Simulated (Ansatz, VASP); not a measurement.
# Al2Pt: VASP beside Ansatz

Aim: how closely do two programs agree when they are given the same cell, functional and k mesh? The cell is taken from a series of VASP runs on this material, whose earlier steps may have relaxed, scaled or displaced it; both programs get it as it stands.

Method: plane waves, with VASP 6.6.1 beside it; zone-centre phonons at revPBE, in Ansatz 0.2.0.

## (1) Starting point

Symmetry: Fm-3m, No. 225, cubic system. Conventional cell: a = 5.969 Å, b = 5.969 Å, c = 5.969 Å, α = 90.00°, β = 90.00°, γ = 90.00°. Pt has 8 Al at 2.58 Å nearest. Nearest to Al lie 4 Pt at 2.58 Å. Farther neighbours are not listed.

## (2) Ansatz: zone-centre phonons, revPBE

Ansatz runs on its default PAW (the set named soft_2) files.

Second derivatives magnify differences that forces hide, and they need a tight electronic threshold.

input.yaml reads:

```yaml
crystal:
  lattice:
    - [0.0, 2.9842601857, 2.9842601857]
    - [2.9842601857, 0.0, 2.9842601857]
    - [2.9842601857, 2.9842601857, 0.0]
  atoms:
    - { symbol: Pt, position: [0.0, 0.0, 0.0] }
    - { symbol: Al, position: [0.75, 0.75, 0.75] }
    - { symbol: Al, position: [0.25, 0.25, 0.25] }
hamiltonian:
  xc: revpbe
  pseudopotentials: { kind: paw }
kpoints:
  mp_grid: { grid: [11, 11, 11] }
scf:
  occupations: { method: methfessel_paxton, width: 0.2 }
phonons:
  method: dfpt
  qpoints: [[0, 0, 0]]
```

Launch:

```bash
$ ansatz run input.yaml --threads 4 --pin off --max-ram 9216MiB --backend cpu --events-out ev --progress --plain --runs-dir out
```

Numbers of over 12 decimals in the logs are rounded to 6 here.

What it wrote:

```text
zone centre: on kpoints.mp_grid the ground state, and the responses unless they are solved on pairs of k-points, stand on 126 of the mesh's 1331 k-points, reduced under 8 symmetry operations, with k and −k counted as one. Each operation leaves every solved displacement unchanged or reverses it
Engine: ansatz 0.2.0, aarch64-unknown-linux-gnu
Pseudopotentials: kind: paw
Pseudopotential: Pt, paw, valence charge 18, recommended cutoff 420 eV (normal), Pt.paw.azcp
Pseudopotential: Al, paw, valence charge 3, recommended cutoff 420 eV (normal), Al.paw.azcp
Functional definition: revPBE
  parameter kappa = 1.245
  parameter beta = 0.066725
  exchange = pbe_x(kappa = kappa, mu = beta*pi^2/3)
  correlation = pbe_c(beta = beta)
Crystal: 3 atoms, lattice volume = 53.155 Å³
Basis set: ecut = 420 eV, 1037 PW (Γ), exchange–correlation on 60×60×60 points (8 copies of the dense FFT grid, shifted against one another)
Bands: 16, of which v1, the nominal top of the filled ones, is band 12 counted from 1 (11 counted from 0)
Symmetry: 48 space group operations
k-points: 126 of 1331 (irreducible under 8 space group operations, time reversal used)
Non-local potential: Pt, projectors of the file, l = 0: 3, l = 1: 2, l = 2: 2, l = 3: 1
Non-local potential: Al, projectors of the file, l = 0: 2, l = 1: 2, l = 2: 1
PAW form: soft (Blöchl's): semilocal exchange-correlation on the pseudo side does not see the compensation charge
PAW frozen core: Pt, regenerated for the run's functional, and the local potential with it (the file was generated under x = pbe(κ = 0.804, μ = 0.219515), c = pbe(β = 0.066725))
PAW frozen core: Al, regenerated for the run's functional, and the local potential with it (the file was generated under x = pbe(κ = 0.804, μ = 0.219515), c = pbe(β = 0.066725))
PAW one-centre angular grid: Pt, 590 points (default); XC on 64 Gauss nodes
PAW one-centre angular grid: Al, 110 points (default); XC on 64 Gauss nodes
Initial density: superposition of atomic densities (neutral atoms: chi_scale 0, normalization atom), corrected by the library's trained network
Initial wavefunctions: pseudopotential atomic-orbital guess
Functional: x = revpbe(κ = 1.245, μ = 0.219515), c = pbe(β = 0.066725)
SCF iter   1: F=—  HF=-13614.703201 eV  |F-HF|=—  |Δ(HF+E_count)|=         —  Δρ=1.82e-3  dr2=1.14e-3  ethr=1.77e-3  ⟨swp⟩=5.2  Hψ=10212  notcnv=0
preconditioner: auto → Kerker (q_TF=auto, 2.390 Å⁻¹)  [metal: Δε(μ)=0.012 eV  Ē_g=8.151 eV  σ=0.200 eV  W_gap=0.05  n_scr=14 (ndim 8)  ℏωp=20.4 eV  f_vac=0.002  D(μ)=1.30/eV (n_scr^D=8)]
SCF iter   2: F=—  HF=-13614.703638 eV  |F-HF|=—  |Δ(HF+E_count)|=   4.37e-4  S|Δr|=    0.00e0  Δρ=8.78e-4  dr2=2.05e-4  ethr=4.74e-6  ⟨swp⟩=2.5  Hψ=4411  notcnv=0
SCF iter   3: F=—  HF=-13614.703796 eV  |F-HF|=—  |Δ(HF+E_count)|=   1.58e-4  S|Δr|=    0.00e0  Δρ=4.82e-4  dr2=7.48e-5  ethr=8.52e-7  ⟨swp⟩=1.0  Hψ=1992  notcnv=0
SCF iter   4: F=—  HF=-13614.703840 eV  |F-HF|=—  |Δ(HF+E_count)|=   4.39e-5  S|Δr|=    0.00e0  Δρ=7.29e-5  dr2=3.01e-6  ethr=3.12e-7  ⟨swp⟩=2.2  Hψ=2985  notcnv=0
SCF iter   5: F=—  HF=-13614.703839 eV  |F-HF|=—  |Δ(HF+E_count)|=   1.04e-6  S|Δr|=    0.00e0  Δρ=1.16e-5  dr2=1.07e-7  ethr=1.25e-8  ⟨swp⟩=2.1  Hψ=3028  notcnv=0
SCF iter   6: F=—  HF=-13614.703839 eV  |F-HF|=—  |Δ(HF+E_count)|=   9.29e-8  S|Δr|=    0.00e0  Δρ=4.58e-6  dr2=2.30e-8  ethr=4.45e-10  ⟨swp⟩=2.1  Hψ=2755  notcnv=0
SCF iter   7: F=—  HF=-13614.703839 eV  |F-HF|=—  |Δ(HF+E_count)|=   1.72e-8  S|Δr|=    0.00e0  Δρ=1.42e-6  dr2=1.26e-9  ethr=9.57e-11  ⟨swp⟩=2.1  Hψ=2982  notcnv=0
SCF iter   8: F=—  HF=-13614.703839 eV  |F-HF|=—  |Δ(HF+E_count)|=   2.30e-9  S|Δr|=    0.00e0  Δρ=2.23e-7  dr2=2.72e-11  ethr=5.23e-12  ⟨swp⟩=2.0  Hψ=2998  notcnv=0
SCF iter   9: F=-13614.703839 eV  HF=-13614.703839 eV  |F-HF|=3.64e-12  |Δ(HF+E_count)|=  1.06e-10  S|Δr|=    0.00e0  Δρ=4.05e-8  dr2=5.30e-13  ethr=1.00e-12  ⟨swp⟩=6.4  Hψ=9085  notcnv=0
SCF 1 converged in 9 iterations: F = -13614.703839 eV  dr2 = 5.30e-13
  greatest PAW one-centre occupation: 1.000 electrons in one spin orbital (limit 2), on the Pt atom at site 0 (counted from 0), in its partial waves of l = 0
DFPT response loops at Γ: preconditioner auto → Kerker (q_TF=auto, 2.390 Å⁻¹) (partly filled bands, converged f_vac=0.001); β = 1.00, the filter's whole step (`scf.mixing.beta` (0.50) is not read by the response loops under this deck's `scf.mixing.preconditioner`; to damp them name `kerker` or `kerker_dos`, under which they read `scf.mixing.beta`, and type it under 1.00, their step now; both keys bind the ground state too); Broyden in place of MSR1
SCF converged after 9 iterations
Stability not checked: this state was not tested for a lower state beside it, because cold or Methfessel-Paxton smearing, or corrected tetrahedra, fill the levels in a way that the test cannot read (fill_not_monotonic; see scf.lower_state_search)
Free energy (F): -13614.703839 eV
Harris-Foulkes:  -13614.703839 eV  (|F-HF|=3.64e-12)
Internal energy: -13614.703652 eV  (E = F + TS)
E sigma→0 (E₀):  -13614.703792 eV
Entropy (-TS):   -0.000187 eV (-0.062 meV/atom)
Fermi energy:    11.008922 eV
--- Per-component energies (eV) ---
  E_band       = -317.576542
  E_kinetic    = 685.297196
  E_local      = -2732.638312  (includes V_loc(G=0)·N_el)
  E_nonlocal   = 216.268502
  E_hartree    = 1085.816567
  E_xc         = -343.121460
  E_vxc        = -362.580651  (∫ρ·V_xc dr)
  E_paw        = -10402.150788  (= ΣΔE_a)
  E_vpaw       = -295.556637  (= ΣTr[D̂ρ^β])
  E_aug_tail   = 0.000202  (compensation charges beyond the density's cutoff)
  E_ewald      = -2124.119824
  E_core_change = -0.055735  (= ΣΔE_core)
  E_smearing   = -0.000187  (= −TS)
  E_closure    = -0.000000  (closes the sum)
  Σ components = -13614.703839   (vs F -13614.703839, Δ=0.00e0)
--- Band table (eV; the first three rows and the last of 126) ---
  k-point 0: bands = [... 8 lower, 7.4342, 7.4342, 13.8656, 14.8103, 14.8103, 14.8103, 16.2802, 16.2802]
  k-point 1: bands = [... 8 lower, 7.4213, 7.4213, 13.3145, 14.1307, 14.4721, 14.4721, 16.6590, 16.6590]
  k-point 2: bands = [... 8 lower, 7.4035, 7.4035, 11.4757, 13.8078, 13.8078, 14.4229, 16.6366, 16.6422]
  k-point 125: bands = [... 8 lower, 7.2925, 7.7398, 8.2464, 8.5351, 10.2418, 15.5618, 16.4522, 16.9900]
--- Phonons (Γ-DFPT): 2 representative perturbations + reference, on 126 of 1331 k-points (Σ response iterations 6) ---
  k mesh reduced under 8 symmetry operations, with k and −k counted as one. Each operation leaves every solved displacement unchanged or reverses it
  ASR residual: 5.193e-5 → 0.000e0 eV/Å²; symmetrization residual: 7.013e-6 eV/Å²
  ASR residual per site (eV/Å²): 5.19e-5 4.10e-6 4.10e-6
  Γ frequencies (cm⁻¹): 0.00 0.00 0.00 224.99 224.99 224.99 280.92 280.92 280.92
  non-analytic LO–TO correction: not included (Born effective charges unavailable; polar crystals: no LO–TO splitting at Γ)
--- Phonons (arbitrary-q DFPT): 1 explicit q-point ---
  q = [0, 0, 0] (of the zone-centre solve; hermiticity 1.78e-6, symmetrization 7.93e-14): -0.00 -0.00 -0.00 224.99 224.99 224.99 280.92 280.92 280.92
  sum rule: each row above includes the acoustic sum rule's correction from the zone centre's row sums; it moved no ω² by more than (0.27 cm⁻¹)²
```

The job ended after 8.9 s (4 threads of Arm Neoverse V1, shared host; peak memory 0.61 GiB; 32 s of CPU time).

Reading the cycles: dr2 is the Hartree energy of the density residual (eV), the measure of convergence; HF is the Harris–Foulkes estimate of the energy, which meets the free energy F at convergence.

(Part 1 of 2 ends here.)

[Lines on the potential files, build, host, timing and source positions are cut from VASP's logs without a mark.]

[Logs are printed without paths, hosts, clocks, repeated set-up lines and the standing remarks that a program may print on its own settings, such as how far it seeks lower states.]

[Hosts, paths, dates, database ids (printed as entryN), source tags and the programs' standing remarks are cut or masked in the printed files.]
